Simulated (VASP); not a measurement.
**Whole or split: adsorption on rock-salt LiF(001)**

Do small molecules bind whole or split on this face, and how strongly? Model: rock-salt LiF(001), 2 x 2, four layers.

Calculated with VASP 6.6.1; PBE with D3(BJ); plane waves and PAW (Li_sv, F), in the first sound run; inputs show where later runs differ.

Report form: the programs' logs are mostly left out.

### Step 1. Starting point

The cell holds 32 atoms: 16 Li and 16 F. Its edges and angles: a = 5.728 Å, b = 5.728 Å, c = 20.075 Å, α = 90.0°, β = 90.0°, γ = 90.0°. It derives from LiF. Vacuum lies along c.

### Step 2. Relax the state, PBE

State “clean”: the free atoms relax, with the lowest layers held.

Level: PBE with D3(BJ); plane waves and PAW (Li_sv, F).

Input file INCAR:

```
SYSTEM = LiF
PREC = Normal
ENCUT = 500
EDIFF = 1E-05
NELM = 120
ISMEAR = 0
SIGMA = 0.05
LREAL = Auto
ALGO = Fast
GGA = PE
IVDW = 12
NBANDS = 104
LASPH = .TRUE.
LORBIT = 11
LWAVE = .FALSE.
LCHARG = .FALSE.
NCORE = 4
IBRION = 2
NSW = 90
ISIF = 2
EDIFFG = -0.04
POTIM = 0.4
MAXMIX = 40
IDIPOL = 3
LDIPOL = .TRUE.
DIPOL = 0.5 0.5 0.5
ISYM = 0
```

Input file POSCAR:

```
LiF
1.0
    5.7275649280      0.0000000000      0.0000000000
    0.0000000000      5.7275649280      0.0000000000
    0.0000000000      0.0000000000     20.0750000000
Li F
16 16
Selective dynamics
Direct
    0.0000000000      0.0000000000      0.3486924030  F F F
    0.0000000000      0.0000000000      0.5504358660  T T T
    0.0000000000      0.5000000000      0.3486924030  F F F
    0.0000000000      0.5000000000      0.5504358660  T T T
    0.5000000000      0.0000000000      0.3486924030  F F F
    0.5000000000      0.0000000000      0.5504358660  T T T
    0.5000000000      0.5000000000      0.3486924030  F F F
    0.5000000000      0.5000000000      0.5504358660  T T T
[... 20 atom lines left out ...]
    0.5000000000      0.0000000000      0.4495641340  F F F
    0.5000000000      0.0000000000      0.6513075970  T T T
    0.5000000000      0.5000000000      0.4495641340  F F F
    0.5000000000      0.5000000000      0.6513075970  T T T
```

Input file KPOINTS:

```
Automatic mesh
0
Monkhorst-Pack
2 2 1
0 0 0
```

PAW data sets: Li_sv and F (PBE family, release 64).

The run is started by

```bash
mpirun -np 4 vasp_std
```

Wall time 6 min (4 MPI ranks of Intel Xeon 6975P-C (Granite Rapids), shared host); peak memory 0.8 GiB.

This run gave:

| Property | Result |
| --- | --- |
| energy(sigma→0) of the program | -157.2429 eV |
| ionic steps | 27 |

### Step 3. Potential of the state, PBE

State “clean”: a tighter run that also writes the potential.

Level: PBE with D3(BJ); plane waves and PAW (Li_sv, F).

Input file INCAR:

```
SYSTEM = LiF
PREC = Normal
ENCUT = 500
EDIFF = 1E-06
NELM = 120
ISMEAR = 0
SIGMA = 0.05
LREAL = Auto
ALGO = Fast
GGA = PE
IVDW = 12
NBANDS = 104
LASPH = .TRUE.
LORBIT = 11
LWAVE = .FALSE.
LCHARG = .TRUE.
NCORE = 4
IDIPOL = 3
LDIPOL = .TRUE.
DIPOL = 0.5 0.5 0.498
LVHAR = .TRUE.
LVACPOTAV = .TRUE.
NEDOS = 1500
```

Input file POSCAR:

```
LiF
1.0
    5.7275649280      0.0000000000      0.0000000000
    0.0000000000      5.7275649280      0.0000000000
    0.0000000000      0.0000000000     20.0750000000
Li F
16 16
Selective dynamics
Direct
    0.0000000000      0.0000000000      0.3486924030  F F F
    0.9999807470      0.0000099371      0.5481591483  T T T
    0.0000000000      0.5000000000      0.3486924030  F F F
    0.9999947008      0.4999972095      0.5481528582  T T T
    0.5000000000      0.0000000000      0.3486924030  F F F
    0.4999915052      0.9999876596      0.5481551252  T T T
    0.5000000000      0.5000000000      0.3486924030  F F F
    0.4999775969      0.4999986189      0.5481571031  T T T
[... 20 atom lines left out ...]
    0.5000000000      0.0000000000      0.4495641340  F F F
    0.4999710591      0.0000326615      0.6478962112  T T T
    0.5000000000      0.5000000000      0.4495641340  F F F
    0.5000662166      0.4999281299      0.6479425787  T T T
```

KPOINTS is that of step 2.

The run is started by

```bash
mpirun -np 4 vasp_std
```

It took 51 s on 4 MPI ranks; peak memory 0.8 GiB; 2.2 min of CPU time.

Numbers from this step:

- energy(sigma→0) of the program: -157.2430 eV

### Step 4. Relax the state, PBE

State “HCl, whole”: the free atoms relax, with the lowest layers held.

This step took 2 runs, an earlier one stopped by its limit of time or steps; the last is shown.

Level: PBE with D3(BJ); plane waves and PAW (Li_sv, F, Cl, H).

System, named by how it was started: HCl on rock-salt LiF(001), 2 x 2, four layers. The cell holds 34 atoms: 16 Li, 16 F, 1 Cl and 1 H. Its edges and angles: a = 5.728 Å, b = 5.728 Å, c = 23.018 Å, α = 90.0°, β = 90.0°, γ = 90.0°. It derives from LiF. Vacuum lies along c.

Input file INCAR:

```
SYSTEM = Li16HClF16
PREC = Normal
ENCUT = 500
EDIFF = 1E-05
NELM = 120
ISMEAR = 0
SIGMA = 0.05
LREAL = Auto
ALGO = Fast
GGA = PE
IVDW = 12
NBANDS = 108
LASPH = .TRUE.
LORBIT = 11
LWAVE = .FALSE.
LCHARG = .FALSE.
NCORE = 4
IBRION = 2
NSW = 90
ISIF = 2
EDIFFG = -0.04
POTIM = 0.25
MAXMIX = 40
IDIPOL = 3
LDIPOL = .TRUE.
DIPOL = 0.5 0.5 0.451
ISYM = 0
```

Input file POSCAR:

```
Li16HClF16
1.0
    5.7275649280      0.0000000000      0.0000000000
    0.0000000000      5.7275649280      0.0000000000
    0.0000000000      0.0000000000     23.0178425890
Li F Cl H
16 16 1 1
Selective dynamics
Direct
    0.0000000000      0.0000000000      0.3041119070  F F F
    0.0043192866      0.0036792884      0.4787523414  T T T
    0.0000000000      0.5000000000      0.3041119070  F F F
    0.0016847102      0.5026142057      0.4798983201  T T T
    0.5000000000      0.0000000000      0.3041119070  F F F
    0.5028996007      0.0012025619      0.4799793374  T T T
    0.5000000000      0.5000000000      0.3041119070  F F F
    0.5040807423      0.5049407644      0.4790514737  T T T
[... 22 atom lines left out ...]
    0.5000000000      0.5000000000      0.3920871370  F F F
    0.5056202652      0.5063488879      0.5659538268  T T T
    0.2012212364      0.2036567902      0.6811578044  T T T
    0.0936469278      0.0929944848      0.6387480685  T T T
```

KPOINTS is that of step 3.

The projector-augmented-wave data sets are Li_sv, F, Cl and H (PBE family, release 64).

The run is started by

```bash
mpirun -np 4 vasp_std
```

Elapsed: 4.6 min, on 4 MPI ranks; peak memory 0.97 GiB; 18 min of CPU time.

This run gave:

- energy(sigma→0) of the program: -163.7008 eV
- ionic steps: 42

### Step 5. Potential of the state, PBE

State “HCl, whole”: a tighter run that also writes the potential.

Level: PBE with D3(BJ); plane waves and PAW (Li_sv, F, Cl, H).

Input file INCAR:

```
SYSTEM = Li16HClF16
PREC = Normal
ENCUT = 500
EDIFF = 1E-06
NELM = 120
ISMEAR = 0
SIGMA = 0.05
LREAL = Auto
ALGO = Fast
GGA = PE
IVDW = 12
NBANDS = 108
LASPH = .TRUE.
LORBIT = 11
LWAVE = .FALSE.
LCHARG = .FALSE.
NCORE = 4
IDIPOL = 3
LDIPOL = .TRUE.
DIPOL = 0.5 0.5 0.448
LVHAR = .TRUE.
LVACPOTAV = .TRUE.
NEDOS = 1500
```

Input file POSCAR:

```
Li16HClF16
1.0
    5.7275649280      0.0000000000      0.0000000000
    0.0000000000      5.7275649280      0.0000000000
    0.0000000000      0.0000000000     23.0178425890
Li F Cl H
16 16 1 1
Selective dynamics
Direct
    0.0000000000      0.0000000000      0.3041119070  F F F
    0.0031978101      0.0028281880      0.4785625793  T T T
    0.0000000000      0.5000000000      0.3041119070  F F F
    0.0034502219      0.5026135824      0.4790666778  T T T
    0.5000000000      0.0000000000      0.3041119070  F F F
    0.5029174868      0.0031502310      0.4790946518  T T T
    0.5000000000      0.5000000000      0.3041119070  F F F
    0.5033429850      0.5032870722      0.4784774756  T T T
[... 22 atom lines left out ...]
    0.5000000000      0.5000000000      0.3920871370  F F F
    0.5080305661      0.5069719382      0.5655478604  T T T
    0.1722180310      0.1749640704      0.6833472812  T T T
    0.0712668422      0.0715147566      0.6388038442  T T T
```

KPOINTS is that of step 4.

The run is started by

```bash
mpirun -np 4 vasp_std
```

Elapsed: 25 s, on 4 MPI ranks; peak memory 0.9 GiB.

Numbers from this step:

```
energy(sigma→0) of the program : -163.7008 eV
```

### Step 6. Free molecule: HCl, PBE

Each gas relaxes alone in a box.

Level: PBE with D3(BJ); plane waves and PAW (Cl, H).

System, named by how it was started: HCl. The cell holds 2 atoms: 1 Cl and 1 H. Its edges and angles: a = 10.000 Å, b = 10.500 Å, c = 13.000 Å, α = 90.0°, β = 90.0°, γ = 90.0°. Vacuum lies along a, b and c.

Input file INCAR:

```
SYSTEM = HCl
PREC = Normal
ENCUT = 500
EDIFF = 1E-05
NELM = 120
ISMEAR = 0
SIGMA = 0.01
LREAL = Auto
ALGO = Normal
GGA = PE
IVDW = 12
NBANDS = 10
LASPH = .TRUE.
LORBIT = 11
LWAVE = .FALSE.
LCHARG = .FALSE.
NCORE = 5
IBRION = 2
NSW = 60
ISIF = 2
EDIFFG = -0.03
POTIM = 0.4
MAXMIX = 40
ISYM = 0
```

Input file POSCAR:

```
HCl
1.0
   10.0000000000      0.0000000000      0.0000000000
    0.0000000000     10.5000000000      0.0000000000
    0.0000000000      0.0000000000     13.0000000000
Cl H
1 1
Direct
    0.5000000000      0.5000000000      0.5492307700
    0.5000000000      0.5000000000      0.4507692300
```

Input file KPOINTS:

```
Automatic mesh
0
Gamma
1 1 1
0 0 0
```

The projector-augmented-wave data sets are Cl and H (PBE family, release 64).

The run is started by

```bash
mpirun -np 5 vasp_gam
```

Elapsed: 11 s, on 5 MPI ranks; peak memory 1.1 GiB.

Numbers from this step:

* energy(sigma→0) of the program: -6.1142 eV
* ionic steps: 3

### Step 7. Other level, r2SCAN+rVV10

The geometry is held, and the energy is taken at another level.

Level: r2SCAN with rVV10; plane waves and PAW (Li_sv, F, Cl, H).

System, named by how it was started: HCl on rock-salt LiF(001), 2 x 2, four layers. The cell holds 34 atoms: 16 Li, 16 F, 1 Cl and 1 H. Its edges and angles: a = 5.728 Å, b = 5.728 Å, c = 23.018 Å, α = 90.0°, β = 90.0°, γ = 90.0°. It derives from LiF. Vacuum lies along c.

Input file INCAR:

```
SYSTEM = Li16HClF16
PREC = Normal
ENCUT = 500
EDIFF = 1E-05
NELM = 120
ISMEAR = 0
SIGMA = 0.05
LREAL = Auto
ALGO = Normal
METAGGA = R2SCAN
LUSE_VDW = .TRUE.
IVDW_NL = 2
BPARAM = 11.95
CPARAM = 0.0093
LASPH = .TRUE.
NBANDS = 108
LORBIT = 11
LWAVE = .FALSE.
LCHARG = .FALSE.
NCORE = 4
IDIPOL = 3
LDIPOL = .TRUE.
DIPOL = 0.5 0.5 0.448
ISYM = 0
```

Input file POSCAR:

```
Li16HClF16
1.0
    5.7275649280      0.0000000000      0.0000000000
    0.0000000000      5.7275649280      0.0000000000
    0.0000000000      0.0000000000     23.0178425890
Li F Cl H
16 16 1 1
Selective dynamics
Direct
    0.0000000000      0.0000000000      0.3041119070  F F F
    0.0031978101      0.0028281880      0.4785625793  T T T
    0.0000000000      0.5000000000      0.3041119070  F F F
    0.0034502219      0.5026135824      0.4790666778  T T T
    0.5000000000      0.0000000000      0.3041119070  F F F
    0.5029174868      0.0031502310      0.4790946518  T T T
    0.5000000000      0.5000000000      0.3041119070  F F F
    0.5033429850      0.5032870722      0.4784774756  T T T
[... 22 atom lines left out ...]
    0.5000000000      0.5000000000      0.3920871370  F F F
    0.5080305661      0.5069719382      0.5655478604  T T T
    0.1722180310      0.1749640704      0.6833472812  T T T
    0.0712668422      0.0715147566      0.6388038442  T T T
```

Input file KPOINTS:

```
Automatic mesh
0
Monkhorst-Pack
2 2 1
0 0 0
```

The projector-augmented-wave data sets are Li_sv, F, Cl and H (PBE family, release 64).

The run is started by

```bash
mpirun -np 4 vasp_std
```

Run time: 99 s. Hardware: 4 MPI ranks; peak memory 1.3 GiB.

Read from the output:

```
energy(sigma→0) of the program : -193.1024 eV
```

### Step 8. The energy by hand

For “HCl, whole”, from the relaxed energies at PBE+D3(BJ): [-163.701 − (-157.243) − (1) × (-6.114)] = -0.34 eV.

### Step 9. The table

The other members went through these steps as far as the tables show, with one cutoff; 25 runs are not shown, of which 4 ended short or failed. The session took 8.7 core hours (wall time by ranks) on a shared machine.

Adsorption energy against the free molecule; static energies, no zero-point or thermal terms; gaps and levels are left out, since the shifted mesh misses the zone centre.

```
     state  from state  gas taken up (+) or given off (-)  energy, PBE+D3(BJ) (eV)  energy, r2SCAN+rVV10 (eV)
     clean                                                                                                   
H2O, whole       clean                             +1 H2O                    -0.40                      -0.42
H2O, split       clean                             +1 H2O                    -0.38                      -0.39
 HF, whole       clean                              +1 HF                    -0.46                      -0.48
 HF, split       clean                              +1 HF                    -0.46                      -0.51
HCl, whole       clean                             +1 HCl                    -0.34                      -0.30
HCl, split       clean                             +1 HCl                    -0.34                      -0.31
```

A blank entry does not apply, was not run or did not finish.

```csv
state,nearest pair between the added atoms and the rest,its distance (Å)
clean,,
"H2O, whole",H-F,1.87
"H2O, split",H-F,1.86
"HF, whole",H-F,1.50
"HF, split",H-F,1.48
"HCl, whole",H-F,1.71
"HCl, split",H-F,1.67
```

### Step 10. Summary of results

```
H2O, whole : binding -0.40 eV
H2O, split : binding -0.38 eV
HF, whole  : binding -0.46 eV
HF, split  : binding -0.46 eV
HCl, whole : binding -0.34 eV
HCl, split : binding -0.34 eV
```

**Reading.** At PBE+D3(BJ), taking the lower tabled end of each molecule, HF binds most strongly (-0.46 eV) and, of those with both ends, HCl least (-0.34 eV). For H2O, HF and HCl both starts end within 0.05 eV of each other. The names give the start; a molecule may split or join in the relaxation. H2O, HF and HCl started split and ended with no hydrogen bound to the surface. r2SCAN+rVV10 on the same geometries moves the energies by -0.05 to 0.04 eV. Energies that differ by a few hundredths of an eV are ties at this force threshold. One start was relaxed for each state, in a small cell at high coverage; entropy of the gases, which favours steps that give off gas, is left out.

[Lines on the potential files, build, host, timing and source positions are cut from VASP's logs without a mark.]

[Logs are printed without paths, hosts, clocks, repeated set-up lines and the standing remarks that a program may print on its own settings, such as how far it seeks lower states.]

[Hosts, paths, dates, database ids (printed as entryN), source tags and the programs' standing remarks are cut or masked in the printed files.]
